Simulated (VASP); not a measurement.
BaSrMgWO6, 10 atoms in the cell. Symmetry: F-43m, No. 216, cubic system. Conventional cell: a = 8.136 Å, b = 8.136 Å, c = 8.136 Å, α = 90.00°, β = 90.00°, γ = 90.00°. Ba (site symmetry -43m) has 12 O at 2.88 Å as nearest neighbours. Sr (site symmetry -43m) is surrounded by 12 O at 2.88 Å. Mg (site symmetry -43m) is surrounded by 6 O at 2.11 Å. Around W (site symmetry -43m) lie 6 O at 1.96 Å. O (site symmetry 2mm) has 1 W at 1.96 Å and 1 Mg at 2.11 Å as nearest neighbours. The cell comes from a database or a generator and needn't be the stable form of this composition.

| Property | Result |
| --- | --- |
| Program | VASP 6.6.1 |
| Task | relaxation of cell and atoms |
| Functional | PBEsol |
| Potentials or basis | VASP PAW PBE potentials, release 64 (Ba_sv, Sr_sv, Mg, W_sv, O) |
| Cutoff | 600 eV |
| k mesh | 6 × 6 × 6 |
| Occupations | gaussian, width 0.03 eV |
| Spin | no spin polarisation |
| Further INCAR settings | ALGO = Normal; EDIFF = 1e-06; IBRION = 2; EDIFFG = -0.01; NSW = 90; ISIF = 3 |

Potentials or basis: VASP PAW PBE potentials, release 64 (Ba_sv, Sr_sv, Mg, W_sv, O).

Command:

```sh
$ cat potpaw_PBE.64/Ba_sv/POTCAR potpaw_PBE.64/Sr_sv/POTCAR potpaw_PBE.64/Mg/POTCAR potpaw_PBE.64/W_sv/POTCAR potpaw_PBE.64/O/POTCAR > POTCAR
$ mpirun -np 2 vasp_std > vasp.out
```

Hardware: 2 MPI ranks on Intel(R) Xeon(R) Platinum 8488C (Sapphire Rapids), with other jobs on the host.

Task: How long does it take, and how much memory?

Result: Run time: 3.4 min on 2 MPI ranks on Intel(R) Xeon(R) Platinum 8488C (Sapphire Rapids), on a shared host, peak memory 0.42 GiB a rank. Counts: scf iterations 47, k points 16, ion steps 5.
